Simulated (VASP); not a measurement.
Input:

```
CELL_PARAMETERS angstrom
      1.79323     1.03532     6.94312
     -1.79323     1.03532     6.94312
      0.00000    -2.07064     6.94312
ATOMIC_POSITIONS crystal
  Pb 0.00000 0.00000 0.00000
  Se 0.75230 0.75230 0.75230
  Se 0.58100 0.58100 0.58100
```

The numbers are results of PBE GGA, VASP's PBE PAW potentials (set 64) (plane waves; VASP), not measurements. Settings: 300 eV cut-off, 5×5×5 Γ-centred mesh, Gaussian smearing of 0.27 eV, potentials Pb_d Se.

At this cut-off the stress carries a Pulay error, which pulls relaxed volumes low. Unless said otherwise, spin-orbit coupling is left out, though it shifts the bands of the heavy elements here.

### Question
Predict the energy per atom (σ→0), pressure, largest force, band gap (on the k-mesh) with the smallest direct gap where there is one.

### Answer

```
Property                                                    Result
------------------------  ----------------------------------------
band gap (on the k-mesh)  none (metal, semimetal or under 0.01 eV)
energy per atom (σ→0)                               -3153 meV/atom
pressure                                                 12.81 GPa
largest force                                           1.661 eV/Å
```

Only differences to runs with the same potentials and settings are physical.

The structure was generated: PbSe2 was put into an ordered model structure, which need not be its known phase. The cell was not relaxed at this level. The k-mesh is coarse (spacing up to 0.41 per Å, 2π included), so the numbers may not be converged in it.
